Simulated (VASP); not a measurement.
Data:

```
PtF2
1.0
    0.00000     2.26255     2.26255
    2.26255     0.00000     2.26255
    2.26255     2.26255     0.00000
Pt F
1 2
Direct
  0.00000   0.00000   0.00000
  0.25000   0.25000   0.25000
  0.75000   0.75000   0.75000
```

The numbers are results of PBE GGA, VASP's PBE PAW potentials (set 64) (plane waves; VASP), not measurements. Run with 520 eV cut-off, 8×8×8 Γ-centred mesh, Fermi-Dirac smearing of 0.50 eV, potentials Pt F.

Task: Give the stress tensor in GPa (positive for a compressed cell).

Result: 
```
252.88    0.00    0.00
  0.00  252.88    0.00
  0.00    0.00  252.88
```
The pressure is its mean diagonal, 252.88 GPa.

The structure was generated: PtF2 was put into the fluorite type (Fm-3m), which need not be its known phase. The cell was not relaxed at this level. The k-mesh is coarse (spacing up to 0.30 per Å, 2π included), so the numbers may not be converged in it. The run is one of a series of settings (ISMEAR = -1, SIGMA = 0.5 against the base run), some of them coarse on purpose.
